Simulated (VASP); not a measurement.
# The Sommerfeld expansion tested on Si2Mo

Wanted: TS, pressure and Fermi level of Si2Mo against the smearing width, on one dense mesh.

Calculated with VASP 6.6.1; PBEsol; plane waves and PAW (Si, Mo_sv), in the first sound run; inputs show where later runs differ.

The database entry behind the starting cell is an old determination (1927), so it need not match the best structure at ambient conditions.

## Step 1: The starting structure

Symmetry: I4/mmm, No. 139, tetragonal system. Conventional cell: a = 3.200 Å, b = 3.200 Å, c = 7.861 Å, α = 90.00°, β = 90.00°, γ = 90.00°. Nearest to Si lie 5 Si at 2.61 to 2.63 Å and 5 Mo at 2.62 Å. Mo has 10 Si at 2.62 Å nearest. Farther neighbours are not listed.

## Step 2: Relax the crystal, PBEsol

The cell is relaxed and then held.

Level: PBEsol; plane waves and PAW (Si, Mo_sv).

INCAR reads:

```
SYSTEM = Si2Mo
PREC = Accurate
ENCUT = 450
EDIFF = 1E-07
NELM = 120
ISMEAR = 1
SIGMA = 0.15
LREAL = .FALSE.
ALGO = Normal
GGA = PS
NBANDS = 17
LASPH = .TRUE.
LORBIT = 11
LWAVE = .FALSE.
LCHARG = .FALSE.
KPAR = 8
IBRION = 2
NSW = 40
ISIF = 3
EDIFFG = -0.005
POTIM = 0.4
```

POSCAR reads:

```
Si2Mo
1.0
   -1.6000000000      1.6000000000      3.9305000000
    1.6000000000     -1.6000000000      3.9305000000
    1.6000000000      1.6000000000     -3.9305000000
Si Mo
2 1
Direct
    0.3330000000      0.3330000000      0.0000000000
    0.6670000000      0.6670000000      0.0000000000
    0.0000000000      0.0000000000      0.0000000000
```

KPOINTS reads:

```
Automatic mesh
0
Gamma
19 19 19
0 0 0
```

Potentials, in the order of the species: Si and Mo_sv (PBE family, release 64).

Started as:

```
> mpirun -np 8 vasp_std
```

The log of the run:

```text
[banner, memory and clock lines left out]
running    8 mpi-ranks, on    1 nodes
[...]
|                                                                             |
|           W    W    AA    RRRRR   N    N  II  N    N   GGGG   !!!           |
|           W    W   A  A   R    R  NN   N  II  NN   N  G    G  !!!           |
|           W    W  A    A  R    R  N N  N  II  N N  N  G       !!!           |
|           W WW W  AAAAAA  RRRRR   N  N N  II  N  N N  G  GGG   !            |
|           WW  WW  A    A  R   R   N   NN  II  N   NN  G    G                |
|           W    W  A    A  R    R  N    N  II  N    N   GGGG   !!!           |
|                                                                             |
|     For optimal performance we recommend to set                             |
|       NCORE = 2 up to number-of-cores-per-socket                            |
|     NCORE specifies how many cores store one orbital (NPAR=cpu/NCORE).      |
|     This setting can greatly improve the performance of VASP for DFT.       |
[...]
N       E                     dE             d eps       ncg     rms          rms(c)
DAV:   1     0.104939643633E+03    0.10494E+03   -0.10478E+04 18796   0.110E+03
DAV:   2    -0.235508405058E+02   -0.12849E+03   -0.12627E+03 23216   0.289E+02
DAV:   3    -0.260425436240E+02   -0.24917E+01   -0.24635E+01 23395   0.364E+01
DAV:   4    -0.260553465493E+02   -0.12803E-01   -0.12793E-01 23058   0.293E+00
[...]
DAV:  13    -0.250708371544E+02    0.32845E-06   -0.61094E-07 21337   0.691E-03    0.203E-03
DAV:  14    -0.250708370442E+02    0.11020E-06   -0.27582E-08 10554   0.105E-03    0.713E-04
DAV:  15    -0.250708370185E+02    0.25726E-07   -0.24088E-09  9957   0.356E-04
   1 F= -.25070837E+02 E0= -.25070932E+02  d E =-.250708E+02
[... from here on, the cycles between the ionic steps are left out ...]
   2 F= -.25073825E+02 E0= -.25073879E+02  d E =-.298805E-02
   3 F= -.25077758E+02 E0= -.25077832E+02  d E =-.692049E-02
   4 F= -.25079541E+02 E0= -.25079596E+02  d E =-.178360E-02
   5 F= -.25079584E+02 E0= -.25079635E+02  d E =-.182638E-02
   6 F= -.25079583E+02 E0= -.25079635E+02  d E =-.182580E-02
   7 F= -.25079591E+02 E0= -.25079644E+02  d E =-.756850E-05
   8 F= -.25079592E+02 E0= -.25079645E+02  d E =-.853070E-05
[...]
reached required accuracy - stopping structural energy minimisation
```

Wall time 3.1 min (8 MPI ranks of Intel Xeon Platinum 8259CL at 2.50GHz (Skylake/Cascade Lake), shared host); peak memory 3.5 GiB.

The logs omit lines about the potential files and the build; timing stands in the text.

OUTCAR, selected parts (step 2):

```text
  Total       -0.0035743     -0.0035743     -0.0011256      0.0000000      0.0000000     -0.0000000
  in kB       -0.1436764     -0.1436764     -0.0452476      0.0000000      0.0000000     -0.0000000
  external PRESSURE =      -0.1108668 kB  Pullay stress =       0.0000000 kB

 POSITION                                       TOTAL-FORCE (eV/Angst)
 -----------------------------------------------------------------------------------
      0.00000      0.00000      2.62131        -0.000000     -0.000000      0.004428
      0.00000      0.00000      5.20250         0.000000      0.000000     -0.004428
      0.00000      0.00000      0.00000        -0.000000     -0.000000     -0.000000
 -----------------------------------------------------------------------------------
    total drift:                                0.000000     -0.000000     -0.000000

  FREE ENERGIE OF THE ION-ELECTRON SYSTEM (eV)
  ---------------------------------------------------
  free  energy   TOTEN  =       -25.0795918334 eV

  energy  without entropy=      -25.0797498571  energy(sigma->0) =      -25.07964451

 reached required accuracy - stopping structural energy minimisation

[... 3 further parts left out ...]
[key lines of the parts left out:]
E-fermi :  12.3180
```

Read from the output:

```
energy(sigma→0) of the program : -25.0796 eV
stress, compression positive   : xx, yy, zz -0.01, -0.01, 0.00 GPa
volume                         : 39.858 Å³
ionic steps                    : 8
```

## Step 3: Tetrahedra, PBEsol

Tetrahedra give the density of states at the Fermi level without smearing.

Level: PBEsol; plane waves and PAW (Si, Mo_sv).

INCAR reads:

```
SYSTEM = Si2Mo
PREC = Accurate
ENCUT = 450
EDIFF = 1E-08
NELM = 100
ISMEAR = -5
SIGMA = 0.15
LREAL = .FALSE.
ALGO = Normal
GGA = PS
NBANDS = 35
LASPH = .TRUE.
LORBIT = 11
LWAVE = .FALSE.
LCHARG = .FALSE.
KPAR = 2
ISIF = 2
NEDOS = 3001
```

POSCAR reads:

```
Si2Mo
1.0
   -1.5960015308      1.5960015308      3.9119037468
    1.5960015308     -1.5960015308      3.9119037468
    1.5960015308      1.5960015308     -3.9119037468
Si Mo
2 1
Direct
    0.3350424305      0.3350424305      0.0000000000
    0.6649575695      0.6649575695      0.0000000000
    0.0000000000      0.0000000000      0.0000000000
```

KPOINTS reads:

```
Automatic mesh
0
Gamma
26 26 26
0 0 0
```

Started as:

```
> mpirun -np 2 vasp_std
```

The log of the run:

```text
[banner, memory and clock lines left out]
running    2 mpi-ranks, on    1 nodes
[...]
[... a notice as in an earlier step ...]

 LDA part: xc-table for (Slater+PW92), standard interpolation
 POSCAR, INCAR and KPOINTS ok, starting setup
[...]
entering main loop
       N       E                     dE             d eps       ncg     rms          rms(c)
DAV:   1     0.130699370427E+03    0.13070E+03   -0.89748E+03 93340   0.536E+02
DAV:   2    -0.226013339241E+02   -0.15330E+03   -0.14686E+03109915   0.184E+02
DAV:   3    -0.260376909075E+02   -0.34364E+01   -0.34109E+01112051   0.257E+01
DAV:   4    -0.260479045968E+02   -0.10214E-01   -0.10212E-01107802   0.160E+00
[...]
DAV:  13    -0.250791616164E+02    0.49985E-06   -0.14902E-07108252   0.222E-03    0.296E-03
DAV:  14    -0.250791615178E+02    0.98667E-07   -0.83860E-09 67287   0.420E-04    0.610E-04
DAV:  15    -0.250791615114E+02    0.63906E-08   -0.97538E-10 56891   0.159E-04
   1 F= -.25079162E+02 E0= -.25079162E+02  d E =0.000000E+00
|                                                                             |
|           W    W    AA    RRRRR   N    N  II  N    N   GGGG   !!!           |
|           W    W   A  A   R    R  NN   N  II  NN   N  G    G  !!!           |
|           W    W  A    A  R    R  N N  N  II  N N  N  G       !!!           |
|           W WW W  AAAAAA  RRRRR   N  N N  II  N  N N  G  GGG   !            |
|           WW  WW  A    A  R   R   N   NN  II  N   NN  G    G                |
|           W    W  A    A  R    R  N    N  II  N    N   GGGG   !!!           |
|                                                                             |
|     Tetrahedron method does not include variations of the Fermi             |
|     occupations, so forces and stress will be inaccurate. We suggest        |
|     using a different smearing scheme ISMEAR = 1 or 2 for metals in         |
|     relaxations.                                                            |
|                                                                             |
```

Elapsed: 15 min, on 2 MPI ranks; peak memory 2.4 GiB; 26 min of CPU time.

Parts of OUTCAR (step 3):

```text
  Total       -0.0009862     -0.0009862     -0.0121224      0.0000000      0.0000000      0.0000000
  in kB       -0.0396425     -0.0396425     -0.4872852      0.0000000      0.0000000      0.0000000
  external PRESSURE =      -0.1888568 kB  Pullay stress =       0.0000000 kB

 POSITION                                       TOTAL-FORCE (eV/Angst)
 -----------------------------------------------------------------------------------
      0.00000      0.00000      2.62131         0.000000      0.000000      0.010132
      0.00000      0.00000      5.20250        -0.000000     -0.000000     -0.010132
      0.00000      0.00000      0.00000        -0.000000     -0.000000     -0.000000
 -----------------------------------------------------------------------------------
    total drift:                                0.000000     -0.000000     -0.000000

  FREE ENERGIE OF THE ION-ELECTRON SYSTEM (eV)
  ---------------------------------------------------
  free  energy   TOTEN  =       -25.0791615114 eV

  energy  without entropy=      -25.0791615114  energy(sigma->0) =      -25.07916151

[... 1 part as in an earlier step ...]

[... 2 further parts left out ...]
[key lines of the parts left out:]
E-fermi :  12.3093
```

This run gave:

* energy(sigma→0) of the program: -25.0792 eV

The run ends at a pressure of -0.02 GPa, with forces up to 0.010 eV/Å.

## Step 4: Electron temperature, PBEsol

One member in full: SIGMA = 0.3 eV.

Level: PBEsol; plane waves and PAW (Si, Mo_sv).

INCAR, as its differences from that of step 3:

```diff
@@ -5,4 +5,4 @@
 NELM = 100
-ISMEAR = -5
-SIGMA = 0.15
+ISMEAR = -1
+SIGMA = 0.3
 LREAL = .FALSE.
@@ -17,2 +17 @@
 ISIF = 2
-NEDOS = 3001
```

POSCAR is that of step 3.

KPOINTS is that of step 3.

Started as:

```
> mpirun -np 2 vasp_std
```

The log of the run:

```text
[... set-up lines as in an earlier step ...]
 entering main loop
       N       E                     dE             d eps       ncg     rms          rms(c)
DAV:   1     0.130556656423E+03    0.13056E+03   -0.89748E+03 93340   0.536E+02
DAV:   2    -0.226888990450E+02   -0.15325E+03   -0.14662E+03109915   0.184E+02
DAV:   3    -0.261247202883E+02   -0.34358E+01   -0.34096E+01112051   0.257E+01
DAV:   4    -0.261349367989E+02   -0.10217E-01   -0.10215E-01107802   0.160E+00
[...]
DAV:  14    -0.251468735494E+02    0.92578E-07   -0.82628E-09 66972   0.426E-04    0.609E-04
DAV:  15    -0.251468735373E+02    0.12140E-07   -0.10674E-09 56897   0.165E-04    0.328E-04
DAV:  16    -0.251468735401E+02   -0.28617E-08   -0.11673E-10 56126   0.585E-05
   1 F= -.25146874E+02 E0= -.25056877E+02  d E =-.179994E+00
```

The job ended after 14 min (2 MPI ranks; peak memory 2.2 GiB; 25 min of CPU time).

Parts of OUTCAR (step 4):

```text
  LATTYP: Found a body centered tetragonal cell.
 ALAT       =     3.1920030616
 C/A-ratio  =     2.4510651596

 Subroutine GETGRP returns: Found 16 space group operations
 (whereof 16 operations were pure point group operations)

The static configuration has the point symmetry D_4h.

 Found   1330 irreducible k-points:

   dimension x,y,z NGX =    32 NGY =   32 NGZ =   32
   dimension x,y,z NGXF=    64 NGYF=   64 NGZF=   64

   ENCUT  =  450.0 eV  33.07 Ry    5.75 a.u.   7.81  7.81  7.81*2*pi/ulx,y,z

   NELECT =      22.0000    total number of electrons

 E-fermi :  12.3282

 k-point     1 :       0.0000    0.0000    0.0000
  band No.  band energies     occupation
    ...
      6       5.8548      2.00000
      7       8.9240      1.99998
      8       9.1785      1.99994
      9       9.6712      1.99972
     10       9.6712      1.99972
     11      12.6869      0.46451
     12      15.4550      0.00006
     13      15.5415      0.00004
     14      15.8692      0.00001
     15      15.8692      0.00001
    ...

 k-point     2 :       0.0385    0.0000   -0.0000
  band No.  band energies     occupation
    ...
      7       8.7982      1.99998
      8       9.1825      1.99994
      9       9.6893      1.99970
     10       9.7483      1.99963
     11      12.5952      0.58228
     12      15.3935      0.00007
     13      15.5248      0.00005
     14      15.7025      0.00003
     15      15.9685      0.00001
     16      16.5543      0.00000
    ...

  Total        0.0724982      0.0724982      0.3852302      0.0000000     -0.0000000      0.0000000
  in kB        2.9142252      2.9142252     15.4851757      0.0000000     -0.0000000      0.0000000
  external PRESSURE =       7.1045420 kB  Pullay stress =       0.0000000 kB

 POSITION                                       TOTAL-FORCE (eV/Angst)
 -----------------------------------------------------------------------------------
      0.00000      0.00000      2.62131         0.000000      0.000000     -0.069446
      0.00000      0.00000      5.20250        -0.000000     -0.000000      0.069446
      0.00000      0.00000      0.00000        -0.000000     -0.000000     -0.000000
 -----------------------------------------------------------------------------------
    total drift:                                0.000000     -0.000000     -0.000000

  FREE ENERGIE OF THE ION-ELECTRON SYSTEM (eV)
  ---------------------------------------------------
  free  energy   TOTEN  =       -25.1468735401 eV

  energy  without entropy=      -24.9668797723  energy(sigma->0) =      -25.05687666

 total charge
# of ion       s       p       d       tot
------------------------------------------
    1        0.744   0.883   0.000   1.627
    2        0.744   0.883   0.000   1.627
    3        2.291   6.212   4.207  12.710
--------------------------------------------------
tot          3.778   7.978   4.207  15.964

[... 2 parts as in an earlier step ...]

[... 7 further parts left out ...]
```

Read from the output:

```
energy(sigma→0) of the program : -25.0569 eV
stress, compression positive   : xx, yy, zz 0.29, 0.29, 1.55 GPa
```

The run ends at a pressure of 0.71 GPa, with forces up to 0.069 eV/Å.

## Step 5: The table

Notes on database entries: that of I4/mmm Si2Mo is an old determination (1927).

The other members went through these steps as far as the tables show, on the same mesh; 6 runs are not shown. The session took 4.3 core hours (wall time by ranks) on a shared machine.

```tsv
width kT (eV)	temperature (K)	free energy less that of the narrowest width (meV/atom)	TS (meV/atom)	pressure (GPa)	shift of the Fermi level (eV)
0.025	290	0.000	0.202	-0.018	0.000
0.050	580	-0.279	0.715	-0.016	0.001
0.075	870	-0.728	1.650	-0.009	-0.001
0.100	1160	-1.404	3.259	0.008	-0.001
0.150	1741	-3.731	9.327	0.088	0.003
0.200	2321	?	?	0.231	0.009
0.300	3481	-22.514	59.998	0.710	0.020
```

## Step 6: The Sommerfeld expansion

At low temperature TS = (π²/3) g (kT)², so TS, twice the difference of energy(sigma→0) and the free energy, over (π²/3)(kT)² is an effective density of states: 0.098, 0.087, 0.089, 0.099, 0.126, 0.203 states/eV/atom in the rows shown.

A least-squares parabola through the 6 rows shown, with σ the width in eV: g = 1.287 σ² − 0.004420 σ + 0.08940 (states/eV/atom), r.m.s. residual 0.0062 states/eV/atom.

At σ = 0.2 this predicts 0.140 states/eV/atom.

## Step 7: The withheld row

The calculation gives 0.153 states/eV/atom, so the prediction is 0.013 states/eV/atom too low, more than twice the residual of the fit.

The parabola in σ is an empirical guide, not the expansion itself. Tetrahedra give g = 0.081 states/eV/atom at the Fermi level, the limit that the series should reach at zero width.

## Step 8: Results

| Quantity | Value |
| --- | --- |
| density of states at the Fermi level, tetrahedra | 0.08 states/eV/atom |
| Sommerfeld coefficient from it | 0.19 mJ per mole of atoms and K² |
| pressure at the widest setting | 0.71 GPa |
| error of the predicted g | -0.013 states/eV/atom |

In words: Against the tetrahedron value, the effective density of states stands at +21 % at 0.025 eV, +7 % at 0.05 eV, +22 % at 0.1 eV, +149 % at 0.3 eV. At the widest setting the states within reach are denser than those at the Fermi level. The narrowest row breaks the trend of the next ones, as mesh noise would; no test of the mesh was run. The bare coefficient lacks the electron-phonon enhancement of measured heat capacities.

[Lines on the potential files, build, host, timing and source positions are cut from VASP's logs without a mark.]

[Logs are printed without paths, hosts, clocks, repeated set-up lines and the standing remarks that a program may print on its own settings, such as how far it seeks lower states.]

[Hosts, paths, dates, database ids (printed as entryN), source tags and the programs' standing remarks are cut or masked in the printed files.]
